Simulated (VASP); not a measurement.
# P2S (P4_2/nmc) in VASP: a series of runs

Runs on P2S. Level: PBE. Tasks: single point.

Program: VASP 6.6.1. These are calculated values, not measurements. Logs are shortened: lines on timing, memory, paths and dates and some standing lists are left out, and cuts for length are marked.

## (1) The undisturbed crystal

It takes space group P4_2/nmc (No. 137, tetragonal). The conventional cell has a = 3.329 Å, b = 3.329 Å, c = 9.199 Å, α = 90.00°, β = 90.00°, γ = 90.00°. P (site symmetry 2mm) has 2 S at 2.46 Å and 4 P at 2.55 Å as nearest neighbours. Around S (site symmetry -4m2) lie 4 P at 2.46 Å.

The cell was built by a generator and needn't be a form met in nature.

## (2) Single point, PBE, 16.32 Å³/atom (strain = -0.04)

Input file INCAR:

```
SYSTEM = P2S
  ALGO = Normal
  EDIFF = 1E-6
  ENCUT = 520
  GGA = PE
  ISIF = 2
  ISMEAR = -1
  LASPH = .True.
  LCHARG = .False.
  LREAL = .False.
  LWAVE = .False.
  NELM = 80
  PREC = Accurate
  SIGMA = 0.05
```

Input file KPOINTS:

```
k-points
0
Gamma
  6 6 3
  0 0 0
```

Input file POSCAR:

```
P2S
1.0
    3.3294100000      0.0000000000      0.0000000000
    0.0000000000      3.3294100000      0.0000000000
    0.0000000000      0.0000000000      8.8311744000
P S
4 2
Direct
    0.0000000000      0.5000000000      0.3030700000
    0.0000000000      0.5000000000      0.8030700000
    0.5000000000      0.0000000000      0.6969300000
    0.5000000000      0.0000000000      0.1969300000
    0.0000000000      0.0000000000      0.0000000000
    0.5000000000      0.5000000000      0.5000000000
```

Potentials or basis: VASP PAW PBE potentials, release 64 (P, S).

The run is started by

```
> cat potpaw_PBE.64/P/POTCAR potpaw_PBE.64/S/POTCAR > POTCAR
> mpirun -np 1 vasp_std > vasp.out
```

OUTCAR:

```text
SYSTEM = P2S
   EDIFF = 1E-6
   ENCUT = 520
   GGA = PE
   ISIF = 2
   ISMEAR = -1
   LASPH = .True.
   LREAL = .False.
   NELM = 80
   PREC = Accurate

 ion  position               nearest neighbor table
   1  0.000  0.500  0.303-   6 2.41   6 2.41   4 2.53   4 2.53   4 2.53   4 2.53
   2  0.000  0.500  0.803-   5 2.41   5 2.41   3 2.53   3 2.53   3 2.53   3 2.53
   3  0.500  0.000  0.697-   6 2.41   6 2.41   2 2.53   2 2.53   2 2.53   2 2.53
   4  0.500  0.000  0.197-   5 2.41   5 2.41   1 2.53   1 2.53   1 2.53   1 2.53
   5  0.000  0.000  0.000-   2 2.41   4 2.41   2 2.41   4 2.41
   6  0.500  0.500  0.500-   1 2.41   3 2.41   3 2.41   1 2.41

  LATTYP: Found a simple tetragonal cell.
 ALAT       =     3.3294100000
 C/A-ratio  =     2.6524742822

  Lattice vectors:

 A1 = (   3.3294100000,   0.0000000000,   0.0000000000)
 A2 = (   0.0000000000,   3.3294100000,   0.0000000000)
 A3 = (   0.0000000000,   0.0000000000,   8.8311744000)

Analysis of symmetry for initial positions (statically):
=====================================================================
 Subroutine PRICEL returns:
 Original cell was already a primitive cell.

 Routine SETGRP: Setting up the symmetry group for a
 simple tetragonal supercell.

 Subroutine GETGRP returns: Found 16 space group operations
 (whereof  8 operations were pure point group operations)
 out of a pool of 16 trial point group operations.

The static configuration has the point symmetry D_2d.
 The point group associated with its full space group is D_4h.

Analysis of symmetry for dynamics (positions and initial velocities):
=====================================================================
 Subroutine PRICEL returns:
 Original cell was already a primitive cell.

 Routine SETGRP: Setting up the symmetry group for a
 simple tetragonal supercell.

 Subroutine GETGRP returns: Found 16 space group operations
 (whereof  8 operations were pure point group operations)
 out of a pool of 16 trial point group operations.

The dynamic configuration has the point symmetry D_2d.
 The point group associated with its full space group is D_4h.

 Subroutine INISYM returns: Found 16 space group operations
 (whereof  8 operations are pure point group operations),
 and found     1 'primitive' translations

----------------------------------------------------------------------------------------

[... 97 lines left out ...]
   EDIFFG = 0.1E-04   stopping-criterion for IOM
   NSW    =      0    number of steps for IOM
   IBRION =     -1    ionic relax: 0-MD 1-quasi-New 2-CG
   NFREE  =      0    steps in history (QN), initial steepest desc. (CG)
   ISIF   =      2    stress and relaxation
   ISYM   =      2    0-nonsym 1-usesym 2-fastsym
   POTIM  = 0.5000    time-step for ionic-motion
   TEBEG  =    0.0;   TEEND  =   0.0 temperature during run
   PSTRESS=    0.0 pullay stress
   NELECT =      32.0000    total number of electrons
   NUPDOWN=      -1.0000    fix difference up-down
   EMIN   =  10.00;   EMAX   =-10.00  energy-range for DOS
   EFERMI =   0.00;   METHOD = LEGACY
   ISMEAR =    -1;   SIGMA  =   0.05  broadening in eV -4-tet -1-fermi 0-gaus
   EFERMI_NEDOS =   21; number of points for ismear=-14 and -15
   IALGO  =     38    algorithm
   IMIX   =      4    mixing-type and parameters
     AMIX     =   0.40;   BMIX     =  1.00
     AMIX_MAG =   1.60;   BMIX_MAG =  1.00
  volume/ion in A,a.u.               =      16.32       110.10
  Fermi-wavevector in a.u.,A,eV,Ry     =   1.127735  2.131111 17.303709  1.271787
  Thomas-Fermi vector in A             =   2.264423
   LORBIT       =      0    0 simple, 1 ext, 2 COOP (PROOUT), +10 PAW based schemes
   GGA     = PE    functional components
   LHFCALC =     F    Hartree Fock is set to
   AEXX    =    0.0000 exact exchange contribution
   IVDW    =     0    specifies the selected vdW correction
   LEPSILON=     F    determine dielectric tensor
   LRPA    =     F    only Hartree local field effects (RPA)
 non-spin polarized calculation
  energy-cutoff  :      520.00
  volume of cell :       97.89
 maximum number of plane-waves:      2665
 NGX is ok and might be reduce to    28
   NGX = 13   NGY = 13   NGZ = 33

 number of electron      31.9999997 magnetization

 Free energy of the ion-electron system (eV)
  ---------------------------------------------------
  ext. energy  EPLUGINS =         0.00000000
  ---------------------------------------------------
  free energy    TOTEN  =       -26.67817976 eV

  energy without entropy =      -26.64501503  energy(sigma->0) =      -26.66159740

 E-fermi :   8.2170     XC(G=0): -10.7000

 val. band max:        8.1529847206   @ k =   0.3333   0.1667   0.3333
 cond. band min:       8.2585775395   @ k =   0.3333   0.1667   0.3333
 fundamental gap:      0.1055928190
 Fermi energy:         8.2169941931

 k-point     1 :       0.0000    0.0000    0.0000
  band No.  band energies     occupation
      1      -8.6419      2.00000
      2      -7.2820      2.00000
      3      -6.6776      2.00000
      4      -3.0257      2.00000
      5      -1.2950      2.00000
      6       3.5305      2.00000
[... 449 lines left out ...]
     19      10.3448      0.00000
     20      10.3456      0.00000

------------------------ aborting loop because EDIFF is reached ----------------------------------------

  FORCE on cell =-STRESS in cart. coord.  units (eV):
  Direction    XX          YY          ZZ          XY          YZ          ZX
  --------------------------------------------------------------------------------------
  -------------------------------------------------------------------------------------
  Total        2.4454378      2.4454378      3.1283225      0.0000000      0.0000000      0.0000000
  in kB       40.0234192     40.0234192     51.1998962      0.0000000      0.0000000      0.0000000
  external PRESSURE =      43.7489115 kB  Pullay stress =       0.0000000 kB

 VOLUME and BASIS-vectors are now :
 -----------------------------------------------------------------------------
  energy-cutoff  :      520.00
  volume of cell :       97.89
      direct lattice vectors                 reciprocal lattice vectors
     3.329410000  0.000000000  0.000000000     0.300353516  0.000000000  0.000000000
     0.000000000  3.329410000  0.000000000     0.000000000  0.300353516  0.000000000
     0.000000000  0.000000000  8.831174400     0.000000000  0.000000000  0.113235223

 POSITION                                       TOTAL-FORCE (eV/Angst)
 -----------------------------------------------------------------------------------
      0.00000      1.66471      2.67646         0.000000      0.000000     -0.327417
      0.00000      1.66471      7.09205         0.000000     -0.000000     -0.327417
      1.66471      0.00000      6.15471         0.000000     -0.000000      0.327417
      1.66471      0.00000      1.73912        -0.000000     -0.000000      0.327417
      0.00000      0.00000      0.00000         0.000000     -0.000000     -0.000000
      1.66471      1.66471      4.41559         0.000000      0.000000     -0.000000
 -----------------------------------------------------------------------------------
    total drift:                               -0.000000      0.000000      0.000000

  FREE ENERGIE OF THE ION-ELECTRON SYSTEM (eV)
  ---------------------------------------------------
  free  energy   TOTEN  =       -26.6781797603 eV

  energy  without entropy=      -26.6450150345  energy(sigma->0) =      -26.66159740
```

Wall time 16 s (1 thread of Intel Xeon 6975P-C (Granite Rapids), shared host); peak memory 0.22 GiB.

Results:

```
Free energy            : -26.6782 eV
Pressure               : 4.4 GPa
Largest force          : 0.327 eV/Å
Band gap on the k mesh : none (metal or under the smearing width)
```

## (3) Single point, PBE, 16.66 Å³/atom (strain = -0.02)

INCAR is that of step 2.

KPOINTS is that of step 2.

POSCAR, as its differences from that of step 2:

```diff
@@ -4,3 +4,3 @@
     0.0000000000      3.3294100000      0.0000000000
-    0.0000000000      0.0000000000      8.8311744000
+    0.0000000000      0.0000000000      9.0151572000
 P S
```

Potentials or basis: VASP PAW PBE potentials, release 64 (P, S).

The run is started by

```
> cat potpaw_PBE.64/P/POTCAR potpaw_PBE.64/S/POTCAR > POTCAR
> mpirun -np 1 vasp_std > vasp.out
```

Run time: 16 s. Hardware: 1 thread of Intel Xeon 6975P-C (Granite Rapids), shared host; peak memory 0.22 GiB.

It converged, with:

- Free energy: -26.7240 eV
- Pressure: 2.4 GPa
- Largest force: 0.210 eV/Å
- Band gap on the k mesh: none (metal or under the smearing width)
